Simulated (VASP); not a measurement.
Given:

```xyz
1
Lattice="-2.8561 2.8561 2.8561 2.8561 -2.8561 2.8561 2.8561 2.8561 -2.8561" Properties=species:S:1:pos:R:3 pbc="T T T"
Rb     0.0000     0.0000     0.0000
```

These are SCAN meta-GGA, VASP's PBE PAW potentials (set 64) (plane waves; VASP 6.6.1) values and carry that method's errors. Run with 520 eV cut-off, 9×9×9 Γ-centred mesh, first-order Methfessel-Paxton smearing of 0.10 eV, potentials Rb_sv.

### Question
Predict the energy per atom (σ→0), band gap (on the k-mesh) with the smallest direct gap where there is one.

### Answer

```json
{
  "band gap (on the k-mesh)": "none (metal, semimetal or under 0.01 eV)",
  "energy per atom (σ→0)": "-20.735 eV/atom"
}
```

Total energies compare only between runs with the same potentials, cut-off and functional.

The compound is Rb in the bcc structure. It was relaxed first.
